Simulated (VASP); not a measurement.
Calculation: HSE06 screened hybrid, VASP's PBE PAW potentials (set 64) (plane waves; VASP).

A VASP calculation is set up with these files.

POSCAR:
```
Al36CN35
1.0
  4.6932676572  -8.1289780182   0.0000000000
  4.6932676572   8.1289780182   0.0000000000
  0.0000000000   0.0000000000  10.0192026154
Al N C
36 35 1
Cart
  1.5585414533  -0.9012774889   2.4989916364
  1.5571134543   0.9055062352   0.0025143980
  1.5511428866  -0.8959623793   7.5196509527
  1.5580849847   0.9054884677   5.0075871324
  3.1219467046   1.8077667167   2.4988237777
  3.1332393720   3.6132266871   0.0001387048
  3.1151053067   1.8090699171   7.5192619120
  3.1330511950   3.6146790957   5.0160724542
  4.6934028313   4.5141767903   2.4991454873
  4.6931490799   6.3170969274  10.0187542952
  4.6915998248   4.5138048725   7.5232143081
  4.6908720862   6.3157966136   5.0165327213
  3.1257115186  -3.6196241660   2.4996656332
  3.1262167225  -1.8085618356   9.9949403779
  3.1261265043  -3.6251456418   7.5194812133
  3.0612959323  -1.8391251290   5.0264733574
  4.6969895715  -0.9089177080   2.4299149092
  4.6914193559   0.9007375670   9.9958295140
  4.6904877249  -0.9058100420   7.4864310500
  4.6866243744   0.9717187682   5.0249861690
  6.2594884528   1.8073883583   2.4990227621
  6.2523315979   3.6126981410   0.0005921028
  6.2648384104   1.8103003883   7.5191211883
  6.2489002265   3.6148553449   5.0168284621
  4.6901510858  -6.3207365448   2.5052671048
  4.6926352056  -4.5207737771   0.0008611765
  4.6883333978  -6.3219115211   7.5140483799
  4.6896207644  -4.5134942894   5.0073837536
  6.2611285499  -3.6199599586   2.4969045523
  6.2604830698  -1.8085380088   9.9942409123
  6.2555653137  -3.6262184295   7.5164763383
  6.3185329546  -1.8426751000   5.0179206113
  7.8297734759  -0.9017120689   2.4963407968
  7.8249590633   0.9049822161   0.0013017990
  7.8308885480  -0.8971369915   7.5166188334
  7.8189721166   0.9042990251   5.0071948405
  1.5382404650  -0.9022195951   4.4201896414
  1.5609680463   0.9033872659   1.9223365691
  1.5621442820  -0.9023128288   9.4390291168
  1.5596337972   0.9036793238   6.9292209777
  3.1136718790   1.8239983893   4.4194496231
  3.1309124166   3.6103680418   1.9143868408
  3.1258434308   1.8049553796   9.4392272285
  3.1285017342   3.6110409708   6.9328806477
  4.6908067737   4.5157148694   4.4267959118
  4.6943827950   6.3198280892   1.9148564890
  4.6930483727   4.5146892825   9.4343382644
  4.6921061124   6.3195153008   6.9339014432
  3.1134695143  -3.6294729033   4.4206045195
  3.1215102884  -1.8116695488   1.9076374070
  3.1267177364  -3.6163016690   9.4385076203
  3.1127043295  -1.8135377855   6.9516014226
  4.6908292024   0.9063850924   1.9092192036
  4.6929171372  -0.9068687869   9.4227532417
  4.6898412433   0.9139970788   6.9497759550
  6.2625208415   1.8225666397   4.4201623381
  6.2563227846   3.6105890988   1.9153849809
  6.2563276783   1.8049146867   9.4389371365
  6.2543133367   3.6116819618   6.9336024070
  4.6877112981  -6.3191593215   4.4269402044
  4.6925780749  -4.5144016687   1.9216622578
  4.6907359782  -6.3220592474   9.4324037046
  4.6902895029  -4.5151466205   6.9293276411
  6.2670157187  -3.6318461121   4.4185345463
  6.2687177754  -1.8128933632   1.9040999622
  6.2584610205  -3.6159143630   9.4364383494
  6.2670929600  -1.8138323113   6.9458614004
  7.8420669677  -0.9033349982   4.4183898159
  7.8205108621   0.9028437649   1.9211287983
  7.8236872671  -0.9029022553   9.4362920029
  7.8183126881   0.9030853524   6.9284957066
  4.6884657606  -0.9058646256   4.4696396083
```

### INCAR
```
AEXX  =  0.25
ALGO  =  Normal
EDIFF  =  1E-5
ENCUT  =  400
GGA  =  PE
HFSCREEN  =  0.2
ISIF  =  0
ISMEAR  =  0
ISYM  =  0
LASPH  =  .True.
LCHARG  =  .False.
LHFCALC  =  .True.
LREAL  =  Auto
LWAVE  =  .False.
NELECT  =  286.0
NELM  =  50
NELMIN  =  4
PREC  =  Normal
PRECFOCK  =  Fast
SIGMA  =  0.05
SYSTEM  =  Al36CN35
```

KPOINTS:
```
Automatic mesh
0
Gamma
1 1 1
0 0 0
```

POTCAR, in this order: Al N C (PBE.64 set). Program: vasp_gam. Read from the step before: WAVECAR.

Q: What will the output report for the number of irreducible k-points (NKPTS), largest plane-wave count, FFT grid (NGX, NGY, NGZ)?

A: 
```json
{
 "number of irreducible k-points (NKPTS)": "1",
 "largest_plane_wave_count": "6983",
 "FFT grid (NGX, NGY, NGZ)": "48 × 48 × 50"
}
```

The cell is a supercell with a defect, built from AlN (wurtzite): C_N, charge +1. The cell's shape comes from a PBE relaxation. The run is not spin-polarised, so no state with unpaired spins was tried.
